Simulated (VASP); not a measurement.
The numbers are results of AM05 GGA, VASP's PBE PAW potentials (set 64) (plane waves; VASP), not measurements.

Input for VASP

File POSCAR:
```
TiCo
1
    2.9900000000     0.0000000000     0.0000000000
    0.0000000000     2.9900000000     0.0000000000
    0.0000000000     0.0000000000     2.9900000000
Ti Co
1 1
Direct
  0.0000000000   0.0000000000   0.0000000000
  0.5000000000   0.5000000000   0.5000000000
```

**KPOINTS**
```
kpoints
0
Gamma
 11 11 11
0 0 0
```

INCAR:
```
SYSTEM = TiCo
PREC = Accurate
ENCUT = 520
EDIFF = 1E-6
NELM = 100
ALGO = Normal
LREAL = .FALSE.
LASPH = .TRUE.
ISMEAR = 1
SIGMA = 0.1
GGA = AM
LMAXMIX = 4
LWAVE = .FALSE.
LCHARG = .FALSE.
IBRION = 2
ISIF = 3
NSW = 60
EDIFFG = -0.01
```

POTCAR, in this order: Ti_sv Co (PBE.64 set). Program: vasp_std.

What VASP printed:

OSZICAR:
```
       N       E                     dE             d eps       ncg     rms          rms(c)
DAV:   1     0.152192603840E+03    0.15219E+03   -0.10426E+04  1568   0.187E+03
DAV:   2    -0.916996108355E+01   -0.16136E+03   -0.15864E+03  1592   0.410E+02
DAV:   3    -0.186912976925E+02   -0.95213E+01   -0.94342E+01  2546   0.109E+02
DAV:   4    -0.189696820535E+02   -0.27838E+00   -0.27733E+00  1896   0.151E+01
DAV:   5    -0.189799478528E+02   -0.10266E-01   -0.10265E-01  2270   0.266E+00    0.136E+01
DAV:   6    -0.170247383604E+02    0.19552E+01   -0.16425E+01  1914   0.620E+01    0.793E+00
DAV:   7    -0.192827430277E+02   -0.22580E+01   -0.31538E+01  2598   0.547E+01    0.237E+01
DAV:   8    -0.163392247000E+02    0.29435E+01   -0.18982E+01  2360   0.414E+01    0.152E+00
DAV:   9    -0.163606487907E+02   -0.21424E-01   -0.39515E-01  2258   0.626E+00    0.185E+00
DAV:  10    -0.163498779224E+02    0.10771E-01   -0.90537E-02  2172   0.369E+00    0.562E-01
DAV:  11    -0.163469004169E+02    0.29775E-02   -0.11871E-02  2090   0.127E+00    0.311E-01
DAV:  12    -0.163462393409E+02    0.66108E-03   -0.30671E-03  2336   0.491E-01    0.615E-02
DAV:  13    -0.163461900408E+02    0.49300E-04   -0.14531E-04  1884   0.112E-01    0.351E-02
DAV:  14    -0.163461822935E+02    0.77474E-05   -0.66478E-05  2156   0.700E-02    0.733E-03
DAV:  15    -0.163461823020E+02   -0.85661E-08   -0.23771E-06  1368   0.204E-02
   1 F= -.16346182E+02 E0= -.16346256E+02  d E =-.163462E+02
       N       E                     dE             d eps       ncg     rms          rms(c)
DAV:   1    -0.211179318561E+02   -0.47717E+01   -0.10285E+02  1634   0.153E+02    0.211E+01
DAV:   2    -0.251175301964E+02   -0.39996E+01   -0.86583E+01  1792   0.138E+02    0.250E+01
DAV:   3    -0.164584195886E+02    0.86591E+01   -0.38928E+01  2226   0.886E+01    0.666E+00
DAV:   4    -0.162441475025E+02    0.21427E+00   -0.27854E+00  2088   0.169E+01    0.254E+00
DAV:   5    -0.162725791830E+02   -0.28432E-01   -0.46231E-01  2380   0.794E+00    0.235E+00
DAV:   6    -0.162975308735E+02   -0.24952E-01   -0.15227E-01  2390   0.414E+00    0.110E+00
DAV:   7    -0.163265434073E+02   -0.29013E-01   -0.70625E-02  2360   0.192E+00    0.130E-01
DAV:   8    -0.163277392744E+02   -0.11959E-02   -0.93653E-03  2012   0.692E-01    0.149E-01
DAV:   9    -0.163282051239E+02   -0.46585E-03   -0.10988E-03  1640   0.334E-01    0.681E-02
DAV:  10    -0.163281957215E+02    0.94024E-05   -0.29421E-04  2230   0.140E-01    0.308E-02
DAV:  11    -0.163281917295E+02    0.39920E-05   -0.18728E-05  2116   0.443E-02    0.114E-02
DAV:  12    -0.163281908687E+02    0.86075E-06   -0.34606E-06  1374   0.214E-02
   2 F= -.16328191E+02 E0= -.16328523E+02  d E =0.179914E-01
       N       E                     dE             d eps       ncg     rms          rms(c)
DAV:   1    -0.177565143695E+02   -0.14283E+01   -0.29829E+01  1688   0.910E+01    0.105E+01
DAV:   2    -0.207806716929E+02   -0.30242E+01   -0.39062E+01  2436   0.735E+01    0.271E+01
DAV:   3    -0.164097053958E+02    0.43710E+01   -0.32908E+01  2352   0.563E+01    0.272E+00
DAV:   4    -0.164101564489E+02   -0.45105E-03   -0.48324E-01  1658   0.596E+00    0.219E+00
DAV:   5    -0.163994659717E+02    0.10690E-01   -0.13420E-01  2328   0.321E+00    0.139E+00
DAV:   6    -0.163999072423E+02   -0.44127E-03   -0.43180E-03  1866   0.681E-01    0.124E+00
DAV:   7    -0.164008425181E+02   -0.93528E-03   -0.69917E-02  2254   0.270E+00    0.189E-01
DAV:   8    -0.164009259822E+02   -0.83464E-04   -0.38011E-03  1908   0.759E-01    0.176E-01
DAV:   9    -0.164009409411E+02   -0.14959E-04   -0.72992E-04  1920   0.337E-01    0.346E-02
DAV:  10    -0.164009413574E+02   -0.41632E-06   -0.96518E-05  2414   0.710E-02    0.155E-02
DAV:  11    -0.164009400290E+02    0.13284E-05   -0.18761E-05  1952   0.511E-02    0.816E-03
DAV:  12    -0.164009399783E+02    0.50693E-07   -0.12460E-06   900   0.174E-02
   3 F= -.16400940E+02 E0= -.16401158E+02  d E =-.547577E-01
```

### OUTCAR
```
------------------------ aborting loop because EDIFF is reached ----------------------------------------
  FORCE on cell =-STRESS in cart. coord.  units (eV):
  Direction    XX          YY          ZZ          XY          YZ          ZX
  --------------------------------------------------------------------------------------
  Total       -0.0009913     -0.0009913     -0.0009913     -0.0000000     -0.0000000      0.0000000
  in kB       -0.0631363     -0.0631363     -0.0631363     -0.0000000     -0.0000000      0.0000000
  external PRESSURE =      -0.0631363 kB  Pullay stress =       0.0000000 kB
  volume of cell :       25.16
      direct lattice vectors                 reciprocal lattice vectors
     2.930079370  0.000000000 -0.000000000     0.341287683  0.000000000  0.000000000
    -0.000000000  2.930079370  0.000000000    -0.000000000  0.341287683 -0.000000000
    -0.000000000  0.000000000  2.930079370     0.000000000 -0.000000000  0.341287683
 POSITION                                       TOTAL-FORCE (eV/Angst)
 -----------------------------------------------------------------------------------
      0.00000      0.00000      0.00000         0.000000     -0.000000      0.000000
      1.46504      1.46504      1.46504        -0.000000      0.000000      0.000000
 -----------------------------------------------------------------------------------
    total drift:                                0.000000      0.000000     -0.000000
  FREE ENERGIE OF THE ION-ELECTRON SYSTEM (eV)
  ---------------------------------------------------
  free  energy   TOTEN  =       -16.4009399783 eV

  energy  without entropy=      -16.4015940663  energy(sigma->0) =      -16.40115801

 reached required accuracy - stopping structural energy minimisation
```
(Selected blocks of OUTCAR.)

**CONTCAR**
```
TiCo
   1.00000000000000
     2.9300793703187562    0.0000000000000000   -0.0000000000000000
    -0.0000000000000000    2.9300793703187562    0.0000000000000000
    -0.0000000000000000    0.0000000000000000    2.9300793703187562
  Ti              Co
     1     1
Direct
     0.0000000000000000    0.0000000000000000    0.0000000000000000
     0.5000000000000000    0.5000000000000000    0.5000000000000000
```

Energy and stress use the plane-wave basis of the starting cell.

The compound is TiCo in the CsCl type structure. This run relaxes it. Symmetry was kept, so distortions that lower it aren't found. The run is not spin-polarised, so no magnetic state was tried. The electron count is odd and the run is not spin-polarised, which forces a metal.
